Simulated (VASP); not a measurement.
VASP ran on this input.

**POSCAR**
```
AgCl
3.849710
  0.0000000000   0.7071068145   0.7071068145
  0.7071068145   0.0000000000   0.7071068145
  0.7071068145   0.7071068145   0.0000000000
Ag Cl
1 1
Direct
  0.0000000000   0.0000000000   0.0000000000
  0.5000000000   0.5000000000   0.5000000000
```

### KPOINTS
```
Automatic mesh
0
G
8 8 8
```

**INCAR**
```
! general
SYSTEM   = AgCl
PREC     = Accurate
ENCUT    = 520   ! plane-wave cut-off (eV)
LREAL    = .False.   ! projection in real space or not
LASPH    = .True.   ! aspherical one-centre terms

! electronic loop
EDIFF    = 1E-7   ! SCF stop (eV)
NELM     = 100   ! most electronic steps
ALGO     = Normal
LMAXMIX  = 4   ! l cut-off of mixed one-centre charges
LMIXTAU  = .True.

! smearing
ISMEAR   = 0
SIGMA    = 0.05   ! width (eV)

! functional
METAGGA  = R2SCAN
LUSE_VDW = .True.
BPARAM   = 11.95
CPARAM   = 0.0093

! ions
ISIF     = 2

! output
LWAVE    = .False.
LCHARG   = .False.
```

POTCAR, in this order: Ag Cl (PBE.64 set). Program: vasp_std.

Translate this r2SCAN+rVV10 calculation to Ansatz.

One equivalent input (not run):
Ansatz 0.2 input:
```yaml
crystal:
  lattice:
    - [0.0000000, 2.7221562, 2.7221562]
    - [2.7221562, 0.0000000, 2.7221562]
    - [2.7221562, 2.7221562, 0.0000000]
  atoms:
    - { symbol: Ag, position: [0.0000000, 0.0000000, 0.0000000] }
    - { symbol: Cl, position: [0.5000000, 0.5000000, 0.5000000] }
kpoints:
  mp_grid: { grid: [8, 8, 8] }
hamiltonian:
  xc: r2scan
  dispersion: rvv10
  pseudopotentials: { kind: paw }
scf:
  occupations: { method: gaussian, width: 0.05 }
  max_iter: 100
output: { forces: true, stress: true, eigenvalues: true }
```
The two are equivalent in intent, not identical: each code has its own PAW files, so the cut-off isn't converted (ENCUT is set for VASP's; basis.ecutwfc is left out, and Ansatz then takes the one that its files recommend); Ansatz stops its SCF on the density residual and VASP on the energy change (EDIFF).

The compound is AgCl in the rock salt structure. This cell is one point of a volume scan, at 0.97 of the reference volume.
